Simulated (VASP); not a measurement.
Computed with PBEsol GGA, VASP's PBE PAW potentials (set 64) (plane waves; VASP 6.6.1).

VASP ran on this input.

### POSCAR
```
SiC
1
    2.9261955462     0.0000000000    -0.0000000000
   -1.4630977730     2.5341591946     0.0000000000
   -0.0000000000     0.0000000000     4.7978134970
Si C
2 2
Direct
  0.3333330000   0.6666670000   0.9996274786
  0.6666670000   0.3333330000   0.4996274786
  0.3333330000   0.6666670000   0.3753725214
  0.6666670000   0.3333330000   0.8753725214
```

### INCAR
```
! general
SYSTEM   =  SiC
PREC     =  Accurate
ENCUT    =  620
LREAL    =  F
LASPH    =  T

! electronic loop
EDIFF    =  1E-6
NELM     =  100
ALGO     =  Normal

! smearing
ISMEAR   =  0
SIGMA    =  0.05

! functional
GGA      =  PS

! ions
IBRION   =  2
NSW      =  40
ISIF     =  3
EDIFFG   =  -0.02
PSTRESS  =  450

! output
LWAVE    =  F
LCHARG   =  F
```

**KPOINTS**
```
Automatic mesh
0
Gamma
9 9 5
0 0 0
```

POTCAR, in this order: Si C (PBE.64 set). Program: vasp_std.

What VASP printed:

### OSZICAR
```
       N       E                     dE             d eps       ncg     rms          rms(c)
DAV:   1     0.411471007609E+02    0.41147E+02   -0.84743E+03   864   0.140E+03
DAV:   2    -0.325566065649E+02   -0.73704E+02   -0.67128E+02  1268   0.205E+02
DAV:   3    -0.356277553382E+02   -0.30711E+01   -0.30514E+01  1136   0.423E+01
DAV:   4    -0.356560613736E+02   -0.28306E-01   -0.28284E-01  1076   0.484E+00
DAV:   5    -0.356564625094E+02   -0.40114E-03   -0.40106E-03  1112   0.542E-01    0.149E+01
DAV:   6    -0.313729518954E+02    0.42835E+01   -0.10892E+01  1032   0.220E+01    0.695E+00
DAV:   7    -0.311248517376E+02    0.24810E+00   -0.12490E+00  1064   0.770E+00    0.274E+00
DAV:   8    -0.310963240488E+02    0.28528E-01   -0.62561E-02  1028   0.185E+00    0.507E-01
DAV:   9    -0.310945636199E+02    0.17604E-02   -0.50807E-03  1068   0.546E-01    0.129E-01
DAV:  10    -0.310946313076E+02   -0.67688E-04   -0.29509E-04  1048   0.136E-01    0.457E-02
DAV:  11    -0.310946320461E+02   -0.73856E-06   -0.15348E-05  1068   0.369E-02    0.115E-02
DAV:  12    -0.310946320069E+02    0.39206E-07   -0.23279E-06   780   0.104E-02
   1 F= -.21101939E+02 E0= -.21101939E+02  d E =-.211019E+02
```

File OUTCAR:
```
------------------------ aborting loop because EDIFF is reached ----------------------------------------
  FORCE on cell =-STRESS in cart. coord.  units (eV):
  Direction    XX          YY          ZZ          XY          YZ          ZX
  --------------------------------------------------------------------------------------
  Total       10.0201948     10.0201910      9.9288922      0.0000000      0.0000000      0.0000000
  in kB      451.2384998    451.2383271    447.1268787      0.0000000      0.0000000      0.0000000
  external PRESSURE =      -0.1320981 kB  Pullay stress =     450.0000000 kB
  volume of cell :       35.58
      direct lattice vectors                 reciprocal lattice vectors
     2.926195546  0.000000000  0.000000000     0.341740661  0.197304100  0.000000000
    -1.463097773  2.534159195  0.000000000     0.000000000  0.394608201  0.000000000
     0.000000000  0.000000000  4.797813497     0.000000000  0.000000000  0.208428277
  FREE ENERGIE OF THE ION-ELECTRON SYSTEM (eV)
  ---------------------------------------------------
  free  energy   TOTEN  =       -31.0946320069 eV

  energy  without entropy=      -31.0946320069  energy(sigma->0) =      -31.09463201
  enthalpy is  TOTEN    =       -21.1019393124 eV   P V=        9.9926926946

 reached required accuracy - stopping structural energy minimisation
```
(Selected blocks of OUTCAR.)

The structure was generated: SiC was put into the wurtzite type (P6_3mc), which need not be its known phase. It was relaxed first under an external pressure of 45 GPa.
